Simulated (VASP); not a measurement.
VASP input:

POSCAR:
```
BeZn3O4
1
   -2.1856322581     2.1856322581     4.3312260168
    2.1856322581    -2.1856322581     4.3312260168
    2.1856322581     2.1856322581    -4.3312260168
Be Zn O
1 3 4
Direct
  1.0000000000   0.0000000000   0.0000000000
  0.5000000000   0.5000000000   0.0000000000
  0.2500000000   0.7500000000   0.5000000000
  0.7500000000   0.2500000000   0.5000000000
  0.6690884510   0.6690884510   0.5612647833
  0.3309115490   0.8921763322   0.0000000000
  0.1078236678   0.1078236678   0.4387352167
  0.8921763322   0.3309115490   1.0000000000
```

KPOINTS:
```
Regular mesh
0
Gamma
 8 8 8
```

INCAR:
```
ENCUT  =  520
PREC  =  Accurate
LEFG  =  .TRUE.
LASPH  =  .TRUE.   # aspherical one-centre terms
EDIFF  =  1E-7
LMAXMIX  =  4   # l cut-off of mixed one-centre charges
LORBIT  =  11
GGA  =  PS
ALGO  =  Normal
NEDOS  =  601   # DOS grid
ISIF  =  2   # forces and stress, cell fixed
LREAL  =  .FALSE.
LCHARG  =  .TRUE.
ISMEAR  =  -5   # tetrahedra, Bloechl
SYSTEM  =  BeZn3O4
LWAVE  =  .FALSE.
NELM  =  100
```

POTCAR, in this order: Be Zn O (PBE.64 set). Program: vasp_std.

**Question.** Translate this PBEsol calculation to Ansatz.

**Answer.** One equivalent input (not run):
Ansatz 0.2 input:
```yaml
crystal:
  lattice:
    - [-2.1856323, 2.1856323, 4.3312260]
    - [2.1856323, -2.1856323, 4.3312260]
    - [2.1856323, 2.1856323, -4.3312260]
  atoms:
    - { symbol: Be, position: [1.0000000, 0.0000000, 0.0000000] }
    - { symbol: Zn, position: [0.5000000, 0.5000000, 0.0000000] }
    - { symbol: Zn, position: [0.2500000, 0.7500000, 0.5000000] }
    - { symbol: Zn, position: [0.7500000, 0.2500000, 0.5000000] }
    - { symbol: O, position: [0.6690885, 0.6690885, 0.5612648] }
    - { symbol: O, position: [0.3309115, 0.8921763, 0.0000000] }
    - { symbol: O, position: [0.1078237, 0.1078237, 0.4387352] }
    - { symbol: O, position: [0.8921763, 0.3309115, 1.0000000] }
kpoints:
  mp_grid: { grid: [8, 8, 8] }
hamiltonian:
  xc: pbesol
  pseudopotentials: { kind: paw }
scf:
  occupations: { method: tetrahedron }
  max_iter: 100
output: { forces: true, stress: true, eigenvalues: true }
```
What does not carry over: each code has its own PAW files, so the cut-off isn't converted (ENCUT is set for VASP's; basis.ecutwfc is left out, and Ansatz then takes the one that its files recommend); Ansatz stops its SCF on the density residual and VASP on the energy change (EDIFF); the field gradients of LEFG aren't asked of the other code.

The structure comes from a computed database's BeZn3O4 entry (I-42m); how it stands against other phases isn't given here. It was relaxed first.
